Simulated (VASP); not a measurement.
Input of a VASP 6.6.1 run:

Contents of INCAR:

```
PREC = Accurate
ENCUT = 300
EDIFF = 1E-7
ISMEAR = 1
SIGMA = 0.1
LREAL = False
LASPH = True
NELM = 80
ALGO = Normal
ISIF = 4
LWAVE = False
LCHARG = False
GGA = PE
IBRION = 2
NSW = 40
EDIFFG = -0.01
```

KPOINTS

```
regular mesh
0
Gamma
  8 8 4
```

POSCAR

```
Zr                                      
1.0
    3.2336485590      0.0000000000      0.0000000000
   -1.6168242795      2.8004217990      0.0000000000
    0.0000000000      0.0000000000      5.1511337717
  Zr            
     2
Direct
     0.3333333332999970    0.6666666667000030    0.2500000000000000
     0.6666666667000030    0.3333333332999970    0.7500000000000000
```

Potentials or basis: VASP PAW PBE potentials, release 64 (Zr_sv).

Run with:

```console
$ cat potpaw_PBE.64/Zr_sv/POTCAR > POTCAR
$ mpirun -np 1 vasp_std > vasp.out
```

(1) Predict the band gap on the k mesh.

Results:

(1) none (metal or under the smearing width).

Caveat: the relaxation stopped at its first step, so nothing moved.
